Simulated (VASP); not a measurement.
Level of theory: PBEsol GGA, VASP's PBE PAW potentials (set 64) (plane waves; VASP).

VASP ran on this input.

POSCAR:
```
InP
1
    0.0000000000     2.9387746877     2.9387746877
    2.9387746877     0.0000000000     2.9387746877
    2.9387746877     2.9387746877     0.0000000000
In P
1 1
Direct
  0.0000000000   0.0000000000   0.0000000000
  0.2500000000   0.2500000000   0.2500000000
```

### INCAR
```
! general
SYSTEM   =  InP
PREC     =  Accurate
ENCUT    =  480
LREAL    =  .FALSE.   ! projection in real space or not
LASPH    =  .TRUE.   ! aspherical one-centre terms

! electronic loop
EDIFF    =  1E-7
NELM     =  100   ! most electronic steps
ALGO     =  Normal
LMAXMIX  =  4

! smearing
ISMEAR   =  0   ! Gaussian
SIGMA    =  0.05

! functional
GGA      =  PS   ! PBEsol

! ions
ISIF     =  2

! output
LWAVE    =  .FALSE.
LCHARG   =  .FALSE.
```

**KPOINTS**
```
K-points
0
G
 8 8 8
0 0 0
```

POTCAR, in this order: In_d P (PBE.64 set). Program: vasp_std.

Output of the run:

OUTCAR:
```
 ion  position               nearest neighbor table
   1  0.000  0.000  0.000-   2 2.55   2 2.55   2 2.55   2 2.55
   2  0.250  0.250  0.250-   1 2.55   1 2.55   1 2.55   1 2.55
  LATTYP: Found a face centered cubic cell.
 ALAT       =     5.8775493754
 Subroutine PRICEL returns:
 Original cell was already a primitive cell.
 Subroutine GETGRP returns: Found 24 space group operations
The static configuration has the point symmetry T_d .
The dynamic configuration has the point symmetry T_d .
 Subroutine INISYM returns: Found 24 space group operations
 Subroutine IBZKPT returns following result:
 Found     29 irreducible k-points:

 Following reciprocal coordinates:
            Coordinates               Weight
  0.000000  0.000000  0.000000      1.000000
  0.125000  0.000000  0.000000      8.000000
  0.250000  0.000000  0.000000      8.000000
  0.375000  0.000000  0.000000      8.000000
  0.500000  0.000000  0.000000      4.000000
  0.125000  0.125000  0.000000      6.000000
  0.250000  0.125000  0.000000     24.000000
  0.375000  0.125000  0.000000     24.000000
  0.500000  0.125000  0.000000     24.000000
...
```

OSZICAR:
```
       N       E                     dE             d eps       ncg     rms          rms(c)
DAV:   1     0.113113954848E+03    0.11311E+03   -0.83887E+03   759   0.146E+03
DAV:   2    -0.122253181890E+01   -0.11434E+03   -0.11059E+03   794   0.333E+02
DAV:   3    -0.932525563812E+01   -0.81027E+01   -0.80575E+01   974   0.912E+01
DAV:   4    -0.954737344604E+01   -0.22212E+00   -0.22199E+00   892   0.167E+01
DAV:   5    -0.955705000427E+01   -0.96766E-02   -0.96761E-02  1132   0.308E+00    0.542E+00
DAV:   6    -0.919030964941E+01    0.36674E+00   -0.69802E-01  1121   0.164E+01    0.323E+00
DAV:   7    -0.915732639530E+01    0.32983E-01   -0.17179E-01  1067   0.408E+00    0.110E+00
DAV:   8    -0.915453478991E+01    0.27916E-02   -0.15434E-02   999   0.178E+00    0.364E-01
DAV:   9    -0.915472680023E+01   -0.19201E-03   -0.18107E-03   942   0.664E-01    0.179E-01
DAV:  10    -0.915473553745E+01   -0.87372E-05   -0.17019E-04   923   0.110E-01    0.118E-01
DAV:  11    -0.915475826227E+01   -0.22725E-04   -0.31700E-05   901   0.522E-02    0.177E-02
DAV:  12    -0.915475867760E+01   -0.41534E-06   -0.13652E-05   975   0.803E-02    0.162E-02
DAV:  13    -0.915475865763E+01    0.19967E-07   -0.91507E-07   922   0.100E-02
   1 F= -.91547587E+01 E0= -.91547587E+01  d E =-.174203E-10
```

File OUTCAR:
```
------------------------ aborting loop because EDIFF is reached ----------------------------------------
  FORCE on cell =-STRESS in cart. coord.  units (eV):
  Direction    XX          YY          ZZ          XY          YZ          ZX
  --------------------------------------------------------------------------------------
  Total        0.0041085      0.0041085      0.0041085      0.0000000      0.0000000     -0.0000000
  in kB        0.1296790      0.1296790      0.1296790      0.0000000      0.0000000     -0.0000000
  external PRESSURE =       0.1296790 kB  Pullay stress =       0.0000000 kB
  volume of cell :       50.76
      direct lattice vectors                 reciprocal lattice vectors
     0.000000000  2.938774688  2.938774688    -0.170138937  0.170138937  0.170138937
     2.938774688  0.000000000  2.938774688     0.170138937 -0.170138937  0.170138937
     2.938774688  2.938774688  0.000000000     0.170138937  0.170138937 -0.170138937
  FREE ENERGIE OF THE ION-ELECTRON SYSTEM (eV)
  ---------------------------------------------------
  free  energy   TOTEN  =        -9.1547586576 eV

  energy  without entropy=       -9.1547586576  energy(sigma->0) =       -9.15475866
```
(Selected blocks of OUTCAR.)

File OUTCAR:
```
 val. band max:        4.9999288038   @ k =   0.0000   0.0000   0.0000

 cond. band min:       5.5693056236   @ k =   0.0000   0.0000   0.0000


 Fermi energy:         5.2003381397

 k-point     1 :       0.0000    0.0000    0.0000
  band No.  band energies     occupation
      1      -9.1327      2.00000
      2      -9.1327      2.00000
      3      -9.1327      2.00000
      4      -8.9823      2.00000
      5      -8.9823      2.00000
      6      -6.4901      2.00000
      7       4.9999      2.00000
      8       4.9999      2.00000
      9       4.9999      2.00000
     10       5.5693      0.00000
     11       9.0162      0.00000
     12       9.0162      0.00000
     13       9.0162      0.00000

 k-point     2 :       0.1250    0.0000    0.0000
  band No.  band energies     occupation
      1      -9.1514      2.00000
      2      -9.1253      2.00000
      3      -9.1253      2.00000
      4      -8.9822      2.00000
      5      -8.9822      2.00000
      6      -6.3123      2.00000
      7       3.4240      2.00000
      8       4.8127      2.00000
      9       4.8127      2.00000
     10       6.5464      0.00000
     11       9.1516      0.00000
     12       9.2943      0.00000
     13       9.2943      0.00000

 k-point     3 :       0.2500    0.0000    0.0000
  band No.  band energies     occupation
      1      -9.1944      2.00000
      2      -9.1096      2.00000
      3      -9.1096      2.00000
      4      -8.9797      2.00000
      5      -8.9797      2.00000
      6      -5.8153      2.00000
      7       1.5292      2.00000
      8       4.4407      2.00000
      9       4.4407      2.00000
     10       6.6800      0.00000
     11       9.7176      0.00000
     12       9.7176      0.00000
     13      10.2037      0.00000

 k-point     4 :       0.3750    0.0000    0.0000
  band No.  band energies     occupation
      1      -9.2345      2.00000
      2      -9.0979      2.00000
      3      -9.0979      2.00000
...
```

Unless said otherwise, spin-orbit coupling is left out, though it shifts the bands of the heavy elements here.

The compound is InP in the zinc blende structure. It was relaxed first.
